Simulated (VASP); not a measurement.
Level of theory: PBEsol GGA, VASP's PBE PAW potentials (set 64) (plane waves; VASP).

The input files of a VASP run:

**INCAR**
```
# general
SYSTEM  = Ir
PREC    = Accurate
ENCUT   = 500
LREAL   = .FALSE.
LASPH   = .TRUE.

# electronic loop
EDIFF   = 1E-6
NELM    = 100
ALGO    = Normal
LMAXMIX = 6

# smearing
ISMEAR  = 1
SIGMA   = 0.1

# functional
GGA     = PS

# ions
IBRION  = 2
NSW     = 40
ISIF    = 3
EDIFFG  = -0.02

# output
LWAVE   = .FALSE.
LCHARG  = .FALSE.
```

KPOINTS:
```
Automatic mesh
0
Gamma
16 16 16
0 0 0
```

**POSCAR**
```
Ir
1
    0.0000000000     1.9166122005     1.9166122005
    1.9166122005     0.0000000000     1.9166122005
    1.9166122005     1.9166122005    -0.0000000000
Ir
1
Direct
  0.0000000000   0.0000000000   0.0000000000
```

POTCAR, in this order: Ir (PBE.64 set). Program: vasp_std.

Unless said otherwise, spin-orbit coupling is left out, though it shifts the bands of the heavy elements here.

Q: What does the run give for the energy per atom (σ→0), volume per atom, band gap (on the k-mesh)?

A: 
```yaml
energy per atom (σ→0): -9.809 eV/atom
band gap (on the k-mesh): none (metal, semimetal or under 0.01 eV)
volume_per_atom: 14.09 Å³/atom
```

### OSZICAR
```
...
DAV:   4    -0.980928618603E+01    0.98903E-06   -0.74096E-06  3048   0.287E-02
   2 F= -.98092862E+01 E0= -.98091980E+01  d E =0.157018E-03
       N       E                     dE             d eps       ncg     rms          rms(c)
DAV:   1    -0.980993930131E+01   -0.65213E-03   -0.18983E-02  2464   0.228E+00    0.219E-01
DAV:   2    -0.980950084952E+01    0.43845E-03   -0.11223E-03  2600   0.465E-01    0.744E-02
DAV:   3    -0.980945229109E+01    0.48558E-04   -0.22173E-04  2792   0.190E-01    0.225E-02
DAV:   4    -0.980945323555E+01   -0.94446E-06   -0.49705E-06  3048   0.228E-02
   3 F= -.98094532E+01 E0= -.98093636E+01  d E =-.100313E-04
```

The compound is Ir in the fcc structure. This run relaxes it. Symmetry was kept, so distortions that lower it aren't found.
